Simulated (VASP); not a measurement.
Here is the system:

```yaml
crystal:
  lattice:
    - [3.95667, 0.00000, 0.00000]
    - [0.00000, 3.95667, 0.00000]
    - [0.00000, 0.00000, 3.95667]
  atoms:
    - { symbol: Ti, position: [0.00000, 0.00000, 0.00000] }
    - { symbol: Pt, position: [0.00000, 0.50000, 0.50000] }
    - { symbol: Pt, position: [0.50000, 0.00000, 0.50000] }
    - { symbol: Pt, position: [0.50000, 0.50000, 0.00000] }
```

These are PW91 GGA, VASP's PBE PAW potentials (set 64) (plane waves; VASP) values and carry that method's errors. Numerical set-up: 520 eV cut-off, Gaussian smearing of 0.050 eV, potentials Ti_sv Pt.

Question: Give the energies of bands 11 to 24 at the high-symmetry points, in eV from the Fermi level.

Answer: 
```csv
band,Γ,X,M,R
11,-6.37,-4.82,-4.58,-4.27
12,-3.46,-4.45,-4.58,-3.47
13,-3.46,-4.15,-4.14,-3.47
14,-3.46,-4.15,-4.14,-3.47
15,-1.64,-3.41,-3.92,-2.92
16,-1.64,-2.95,-3.05,-2.92
17,-0.56,-2.56,-2.97,-0.77
18,-0.02,-2.56,-2.97,-0.58
19,-0.02,-2.50,-2.30,-0.58
20,-0.02,-1.35,-2.22,-0.58
21,1.25,-0.23,-2.16,-0.49
22,1.25,-0.23,0.15,-0.49
23,1.61,-0.02,0.15,-0.49
24,1.61,0.40,0.31,1.06
```

It has no gap at this level: it comes out as a metal or semimetal.

The compound is Pt3Ti in the L1_2 structure. It was relaxed first.
